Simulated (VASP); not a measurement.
An input for Quantum ESPRESSO's pw.x (written as the equivalent of a VASP run, and not itself run):

```
&CONTROL
  calculation = 'scf'
  pseudo_dir = './pseudo'
  outdir = './out'
  tprnfor = .true.
  tstress = .true.
/
&SYSTEM
  ibrav = 0
  nat = 2
  ntyp = 1
  ecutwfc = 84
  occupations = 'tetrahedra'
  input_dft = 'vdw-df2-b86r'
/
&ELECTRONS
  conv_thr = 7.3e-09
  electron_maxstep = 100
/
ATOMIC_SPECIES
  Zn 65.380 Zn.upf
CELL_PARAMETERS angstrom
     1.3282642   -2.3006216    0.0000000
     1.3282642    2.3006216    0.0000000
     0.0000000    0.0000000    4.8360250
ATOMIC_POSITIONS crystal
  Zn   0.3333330  0.6666670  0.2500000
  Zn   0.6666670  0.3333330  0.7500000
K_POINTS automatic
  18 18 9 0 0 0
```

**Question.** Write the VASP files for the same calculation (rev-vdW-DF2).

**Answer.** One answer among several that fit: 
### INCAR
```
! general
SYSTEM    =  Zn
PREC      =  Accurate
ENCUT     =  520
LREAL     =  .FALSE.
LASPH     =  .TRUE.

! electronic loop
EDIFF     =  1E-7   ! SCF stop (eV)
NELM      =  100   ! most electronic steps
ALGO      =  Normal   ! blocked Davidson
LMAXMIX   =  4   ! l cut-off of mixed one-centre charges

! smearing
ISMEAR    =  -5   ! tetrahedra, Bloechl

! functional
GGA       =  MK
LUSE_VDW  =  .TRUE.
AGGAC     =  0.0
PARAM1    =  0.1234568
PARAM2    =  0.7114
ZAB_VDW   =  -1.8867

! ions
ISIF      =  2

! output
LWAVE     =  .FALSE.
LCHARG    =  .TRUE.
LORBIT    =  11   ! lm-projected
NEDOS     =  601
```

File KPOINTS:
```
kpoints
0
G
18 18 9
```

POSCAR:
```
Zn
1.0
  1.3282642403  -2.3006215743   0.0000000000
  1.3282642403   2.3006215743   0.0000000000
  0.0000000000   0.0000000000   4.8360250096
Zn
2
Cart
  1.3282642403   0.7668753918   1.2090062524
  1.3282642403  -0.7668753918   3.6270187572
```

POTCAR, in this order: Zn (PBE.64 set). Program: vasp_std.

The two are equivalent in intent, not identical: the potentials are each code's own (VASP's PAW set, PseudoDojo norm-conserving files in pw.x), so ENCUT and ecutwfc are chosen apart and not converted; conv_thr bounds pw.x's estimated SCF error, while EDIFF bounds the energy change between steps.

The compound is Zn in the hcp structure. It was relaxed first.
